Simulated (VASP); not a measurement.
Input:

```xyz
3
Lattice="1.5453 -2.6765 0.0000 1.5453 2.6765 0.0000 0.0000 0.0000 3.2946" Properties=species:S:1:pos:R:3 pbc="T T T"
Ti     0.0000     0.0000     0.0000
B      1.5453     0.8922     1.6473
B      1.5453    -0.8922     1.6473
```

Method: PBE GGA + U (Dudarev), VASP's PBE PAW potentials (set 64) (plane waves; VASP 6.6.1). Run with 520 eV cut-off, 10×10×8 Γ-centred mesh, first-order Methfessel-Paxton smearing of 0.10 eV, potentials Ti_sv B, U − J: Ti 5.00 eV.

Give the stress tensor in GPa (positive for a compressed cell).

```
-7.18   0.00   0.00
 0.00  -7.18   0.00
 0.00   0.00  -0.14
```
The pressure is its mean diagonal, -4.83 GPa.

The compound is TiB2 in the AlB2 type structure. The cell was not relaxed at this level. The run is one of a series of settings (LDAU = .TRUE., LDAUJ = 0 0, LDAUL = 2 -1, LDAUTYPE = 2, LDAUU = 5.0 0, LMAXMIX = 2 against the base run), some of them coarse on purpose.
